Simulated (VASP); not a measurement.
Data:

```
MgO
1.0
    0.00000     2.14464     2.14464
    2.14464     0.00000     2.14464
    2.14464     2.14464     0.00000
Mg O
1 1
Cartesian
  0.00000   0.00000   0.00000
  2.14464   2.14464   2.14464
```

Method: RPBE GGA, VASP's PBE PAW potentials (set 64) (plane waves; VASP). Run with 520 eV cut-off, Gaussian smearing of 0.050 eV, potentials Mg O.

**Question.** Give the energies of bands 2 to 5 at the high-symmetry points, in eV from the valence-band maximum.

**Answer.** 
```
band     Γ      X      U      L      W
----  ----  -----  -----  -----  -----
2     0.00  -3.84  -3.27  -4.34  -2.76
3     0.00  -1.26  -2.54  -0.59  -2.76
4     0.00  -1.26  -1.06  -0.59  -1.65
5     4.32   9.16   9.93   7.66  11.38
```

The gap is direct, 4.32 eV, from the valence maximum at Γ to the conduction minimum at Γ.

Measured: gap 8.36 eV (computed value off by -4.04 eV), as given by Wei Chen et al., Physical Review Materials (2018), doi:10.1103/physrevmaterials.2.073803 [zero-point renormalisation of 0.53 eV added back (the table's ZPR column)].

The compound is MgO in the rock salt structure. It was relaxed first, which changed the volume by +6 %.
